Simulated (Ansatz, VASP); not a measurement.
# Cross-check of ZnS (Wurtzite-2H) between VASP and Ansatz

Wanted: the spread between two codes on one cell, functional and k mesh. The cell is taken from a series of runs on this material, whose earlier steps may have relaxed, scaled, displaced or heated it; both programs get it as it stands.

Method: plane waves, with VASP 6.6.1 beside it; zone-centre phonons at LDA, in Ansatz 0.2.0.

### 1. Starting point

It takes space group P6_3mc (No. 186, hexagonal). Conventional cell: a = 3.758 Å, b = 3.758 Å, c = 6.020 Å, α = 90.00°, β = 90.00°, γ = 120.00°. Nearest to S lie 4 Zn at 2.28 to 2.29 Å. Nearest to Zn lie 4 S at 2.28 to 2.29 Å. Farther neighbours and most contacts between anions are not listed.

### 2. Ansatz: zone-centre phonons, LDA

Ansatz runs on its PAW soft_1 files.

Second derivatives magnify differences that forces hide, and they need a tight electronic threshold.

File input.yaml:

```yaml
crystal:
  lattice:
    - [3.7576435272, 0.0, 0.0]
    - [-1.8788217636, 3.254214753, 0.0]
    - [0.0, 0.0, 6.019988146]
  atoms:
    - { symbol: S, position: [0.3333333276, 0.6666666724, 0.3819323372] }
    - { symbol: S, position: [0.6666666724, 0.3333333276, 0.8819323372] }
    - { symbol: Zn, position: [0.3333333384, 0.6666666616, 0.0030676628] }
    - { symbol: Zn, position: [0.6666666616, 0.3333333384, 0.5030676628] }
kpoints:
  mp_grid: { grid: [12, 12, 8] }
hamiltonian:
  xc: lda
  pseudopotentials: { kind: paw, azcp: { folder: soft_1 }, xc_functional: pbe }
scf:
  occupations: { method: fixed }
output:
  eigenvalues: true
phonons:
  method: dfpt
  dielectric: true
  rigid_motions: translations
```

Run with:

```sh
$ ansatz run input.yaml --threads 4 --pin off --max-ram 16384MiB --backend cpu --events-out ev --progress --plain --runs-dir out
```

Numbers of over 12 decimals in the logs are rounded to 6 here.

What it wrote:

```text
Engine: ansatz 0.2.0, aarch64-unknown-linux-gnu
Pseudopotentials: kind: paw
Pseudopotential: S, paw, valence charge 6, recommended cutoff 420 eV (normal), soft_1/S.paw.azcp
Pseudopotential: Zn, paw, valence charge 12, recommended cutoff 420 eV (normal), soft_1/Zn.paw.azcp
Functional definition: SPW92
  exchange = slater_x
  correlation = pw_c
Crystal: 4 atoms, lattice volume = 73.613 Å³
Basis set: ecut = 420 eV, 1437 PW (Γ), exchange–correlation on 54×54×96 points (8 copies of the dense FFT grid, shifted against one another)
Bands: 22, of which v1, the nominal top of the filled ones, is band 18 counted from 1 (17 counted from 0)
Symmetry: 12 space group operations
k-points: 320 of 1152 (irreducible under 2 space group operations, time reversal used)
Non-local potential: S, projectors of the file, l = 0: 2, l = 1: 2, l = 2: 1
Non-local potential: Zn, projectors of the file, l = 0: 2, l = 1: 2, l = 2: 3, l = 3: 1
PAW form: soft (Blöchl's): semilocal exchange-correlation on the pseudo side does not see the compensation charge
PAW frozen core: S, regenerated for the run's functional, and the local potential with it (the file was generated under x = pbe(κ = 0.804, μ = 0.219515), c = pbe(β = 0.066725))
PAW frozen core: Zn, regenerated for the run's functional, and the local potential with it (the file was generated under x = pbe(κ = 0.804, μ = 0.219515), c = pbe(β = 0.066725))
PAW one-centre angular grid: S, 110 points (default); XC on 64 Gauss nodes
PAW one-centre angular grid: Zn, 590 points (default); XC on 64 Gauss nodes
Initial density: superposition of atomic densities (chi_scale 0.1, normalization cell, long waves kept (reshape's long-wave potential 0.00 eV rms))
Initial wavefunctions: pseudopotential atomic-orbital guess
Functional: x = slater, c = lda
SCF iter   1: F=—  HF=-8235.071582 eV  |F-HF|=—  |Δ(HF+E_count)|=         —  Δρ=3.83e-2  dr2=6.82e-1  ethr=3.10e-3  ⟨swp⟩=5.0  Hψ=34708  notcnv=0  defer=617
preconditioner: auto → Resta (q_TF=auto, 2.422 Å⁻¹)  ε∞=6.3  [insulator: Δε(μ)=2.537 eV  Ē_g=11.240 eV  n_scr=22 (ndim 8)  ℏωp=26.0 eV  f_vac=0.002  ε∞_Penn≈6.3]
SCF iter   2: F=—  HF=-8234.909872 eV  |F-HF|=—  |Δ(HF+E_count)|=   1.62e-1  Δρ=1.61e-2  dr2=1.54e-1  ethr=1.89e-3  ⟨swp⟩=2.8  Hψ=15127  notcnv=0  defer=634
SCF iter   3: F=—  HF=-8234.876687 eV  |F-HF|=—  |Δ(HF+E_count)|=   3.32e-2  Δρ=1.03e-2  dr2=5.25e-2  ethr=4.27e-4  ⟨swp⟩=2.0  Hψ=12815  notcnv=0  defer=634
SCF iter   4: F=—  HF=-8234.859296 eV  |F-HF|=—  |Δ(HF+E_count)|=   1.74e-2  Δρ=3.04e-3  dr2=4.41e-3  ethr=1.46e-4  ⟨swp⟩=2.0  Hψ=15363  notcnv=0  defer=637
SCF iter   5: F=—  HF=-8234.859484 eV  |F-HF|=—  |Δ(HF+E_count)|=   1.88e-4  Δρ=4.90e-4  dr2=2.03e-4  ethr=1.23e-5  ⟨swp⟩=2.2  Hψ=12220  notcnv=0  defer=637
SCF iter   6: F=—  HF=-8234.859553 eV  |F-HF|=—  |Δ(HF+E_count)|=   6.89e-5  Δρ=2.41e-4  dr2=3.84e-5  ethr=5.64e-7  ⟨swp⟩=2.8  Hψ=12273  notcnv=0  defer=612
SCF iter   7: F=—  HF=-8234.859562 eV  |F-HF|=—  |Δ(HF+E_count)|=   9.22e-6  Δρ=6.28e-5  dr2=1.22e-6  ethr=1.07e-7  ⟨swp⟩=2.4  Hψ=12591  notcnv=0  defer=5
SCF iter   8: F=—  HF=-8234.859564 eV  |F-HF|=—  |Δ(HF+E_count)|=   1.52e-6  Δρ=1.70e-5  dr2=1.29e-7  ethr=3.40e-9  ⟨swp⟩=2.7  Hψ=13263  notcnv=0  defer=4
SCF iter   9: F=—  HF=-8234.859564 eV  |F-HF|=—  |Δ(HF+E_count)|=   1.97e-8  Δρ=1.43e-6  dr2=2.06e-9  ethr=3.57e-10  ⟨swp⟩=2.5  Hψ=12728  notcnv=0  defer=4
SCF iter  10: F=-8234.859564 eV  HF=-8234.859564 eV  |F-HF|=9.09e-12  |Δ(HF+E_count)|=  2.78e-10  Δρ=2.62e-7  dr2=5.23e-11  ethr=1.00e-12  ⟨swp⟩=8.7  Hψ=58723  notcnv=0
SCF 1 converged in 10 iterations: F = -8234.859564 eV  dr2 = 5.23e-11
  greatest PAW one-centre occupation: 0.983 electrons in one spin orbital (limit 2), on the Zn atom at site 3 (counted from 0), in its partial waves of l = 2
DFPT response loops at Γ: preconditioner auto → Resta (q_TF=auto, 2.422 Å⁻¹)  ε∞=5.1 (no band partly filled); β = 1.00, the filter's whole step (`scf.mixing.beta` (0.50) is not read by the response loops at its default; to damp them type it under 1.00, their step now; it binds the ground state too); Broyden in place of MSR1
── the response to a field inside a basis, on 12×12×8 k-points: an SCF that follows is theirs, and a resumed run solves both again ──
Bands: 19, of which v1, the nominal top of the filled ones, is band 18 counted from 1 (17 counted from 0)
k-points: 168 of 1152 (irreducible under 4 space group operations, time reversal used)
Initial density: handed on by an earlier stage of this run
Initial wavefunctions: pseudopotential atomic-orbital guess (no wavefunctions were taken with the density)
Eigensolver: Dense (168 Hₖ)
SCF iter   1: F=—  HF=-8234.856675 eV  |F-HF|=—  |Δ(HF+E_count)|=         —  Δρ=1.39e-4  dr2=1.98e-6  ethr=1.00e-1
preconditioner: auto → Resta (q_TF=auto, 2.422 Å⁻¹)  ε∞=8.0  [insulator: Δε(μ)=2.543 eV  Ē_g=9.799 eV  n_scr=22 (ndim 8)  ℏωp=26.0 eV  f_vac=0.027  ε∞_Penn≈8.0]
SCF iter   2: F=—  HF=-8234.856676 eV  |F-HF|=—  |Δ(HF+E_count)|=   9.52e-7  Δρ=1.00e-4  dr2=2.33e-6  ethr=5.51e-9
SCF iter   3: F=—  HF=-8234.856676 eV  |F-HF|=—  |Δ(HF+E_count)|=   2.26e-7  Δρ=2.89e-5  dr2=1.00e-7  ethr=5.51e-9
SCF iter   4: F=-8234.856676 eV  HF=-8234.856676 eV  |F-HF|=9.02e-9  |Δ(HF+E_count)|=   9.68e-8  Δρ=4.41e-6  dr2=3.52e-9  ethr=2.78e-10
SCF 1 converged in 4 iterations: F = -8234.856676 eV  dr2 = 3.52e-9
DFPT response loops at Γ: preconditioner auto → Resta (q_TF=auto, 2.422 Å⁻¹)  ε∞=4.9 (no band partly filled); β = 1.00, the filter's whole step (`scf.mixing.beta` (0.50) is not read by the response loops at its default; to damp them type it under 1.00, their step now; it binds the ground state too); Broyden in place of MSR1
SCF converged after 10 iterations
Free energy (F): -8234.859564 eV
Harris-Foulkes:  -8234.859564 eV  (|F-HF|=9.09e-12)
Internal energy: -8234.859564 eV  (E = F + TS)
E sigma→0 (E₀):  -8234.859564 eV
Fermi energy:    6.429051 eV
--- Per-component energies (eV) ---
  E_band       = 20.403254
  E_kinetic    = 512.463894
  E_local      = -4461.504888  (includes V_loc(G=0)·N_el)
  E_nonlocal   = 1714.935223
  E_hartree    = 1695.551520
  E_xc         = -334.005600
  E_vxc        = -271.856010  (∫ρ·V_xc dr)
  E_paw        = -4803.892526  (= ΣΔE_a)
  E_vpaw       = -864.737722  (= ΣTr[D̂ρ^β])
  E_aug_tail   = -0.000495  (compensation charges beyond the density's cutoff)
  E_ewald      = -2561.827375
  E_core_change = 3.420682  (= ΣΔE_core)
  E_smearing   = -0.000000  (= −TS)
  E_closure    = 0.000000  (closes the sum)
  Σ components = -8234.859564   (vs F -8234.859564, Δ=0.00e0)
--- Band table (eV; the first three rows and the last of 320) ---
  k-point 0: bands = [... 14 lower, 5.3501, 6.4066, 6.4066, 6.4291, 8.7069, 9.2101, 12.4034, 12.4034]
  k-point 1: bands = [... 14 lower, 5.3866, 6.0538, 6.3620, 6.3620, 9.0318, 9.2567, 12.4235, 12.4235]
  k-point 2: bands = [... 14 lower, 5.4921, 5.4921, 6.2373, 6.2373, 9.3938, 9.5982, 12.4969, 12.4969]
  k-point 319: bands = [... 14 lower, 3.5499, 3.5499, 4.9133, 4.9133, 10.9025, 10.9025, 12.6354, 12.6354]
--- Phonons (Γ-DFPT): 4 representative perturbations + reference, on 320 of 1152 k-points (Σ response iterations 12) ---
  k mesh reduced under 2 symmetry operations, with k and −k counted as one. Each operation leaves every solved perturbation unchanged. A smaller set is not considered because the run solves the response to a homogeneous field
  ASR residual: 1.616e-4 → 0.000e0 eV/Å²; symmetrization residual: 2.818e-5 eV/Å²
  ASR residual per site (eV/Å²): 1.62e-4 1.62e-4 1.11e-4 1.11e-4
  Γ frequencies (cm⁻¹): 0.00 0.00 0.00 67.79 67.79 197.76 295.55 297.29 297.29 304.96 304.96 359.01
  ε∞ (high-frequency dielectric tensor):
        6.097276     0.000000     0.000000
        0.000000     6.097276     0.000000
       -0.000000     0.000000     6.114588
  ε⁰ (static dielectric tensor: ions relaxed, cell fixed):
        8.470730     0.000000     0.000000
        0.000000     8.470730    -0.000000
        0.000000    -0.000000     8.692017
  ε⁰ − ε∞ (ionic part):
        2.373454     0.000000     0.000000
        0.000000     2.373454    -0.000000
        0.000000    -0.000000     2.577429
  softest optical mode at Γ: 67.79 cm⁻¹; the repairs (sum rule, projections) moved no ω² at Γ by more than (2.06 cm⁻¹)²
  Born effective charges Z* (e; rows j = field, columns β = displacement):
    site 0:
        -1.83721   -0.00000   -0.00000
        -0.00000   -1.83721    0.00000
        -0.00000    0.00000   -1.90329
    site 1:
        -1.83721   -0.00000    0.00000
         0.00000   -1.83721   -0.00000
         0.00000   -0.00000   -1.90329
    site 2:
         1.83721    0.00000   -0.00000
        -0.00000    1.83721   -0.00000
         0.00000    0.00000    1.90329
    site 3:
         1.83721    0.00000    0.00000
        -0.00000    1.83721    0.00000
        -0.00000    0.00000    1.90329
  Z* charge neutrality: 4.107e-4 e pre-enforcement
  solved inside a basis spanned on kpoints, on 12×12×8 k-points, its susceptibility summed on 16×16×8: ε∞ is read to err by 1.9e-2, Z* by 1.3e-2 e (field_mesh: kpoints solves on kpoints); Z* is corrected for what the basis lacks
  optical modes at Γ without the LO–TO term, one row a degenerate level:
      ω (cm⁻¹)  modes    IR ((D/Å)²/amu)
         67.79      2             0.0000
        197.76      1             0.0000
        295.55      1             7.7702
[...]
optical modes at Γ + LO–TO along q̂ = [1.0000, 0.0000, 0.0000]:
      ω (cm⁻¹)  modes    IR ((D/Å)²/amu)
[...]
optical modes at Γ + LO–TO along q̂ = [0.0000, 1.0000, 0.0000]:
      ω (cm⁻¹)  modes    IR ((D/Å)²/amu)
[...]
350.41      1             7.2400
        359.01      1             0.0000
  optical modes at Γ + LO–TO along q̂ = [0.0000, 0.0000, 1.0000]:
      ω (cm⁻¹)  modes    IR ((D/Å)²/amu)
         67.79      2             0.0000
        197.76      1             0.0000
        297.29      2            14.4800
        304.96      2             0.0000
        352.37      1             7.7702
        359.01      1             0.0000
```

The column dr2 measures how far the density is from self-consistency, as an energy; F and HF (Harris–Foulkes) agree once it is small.

(Continued in part 2 of 3.)

[Lines on the potential files, build, host, timing and source positions are cut from VASP's logs without a mark.]

[Logs are printed without paths, hosts, clocks, repeated set-up lines and the standing remarks that a program may print on its own settings, such as how far it seeks lower states.]

[Hosts, paths, dates, database ids (printed as entryN), source tags and the programs' standing remarks are cut or masked in the printed files.]
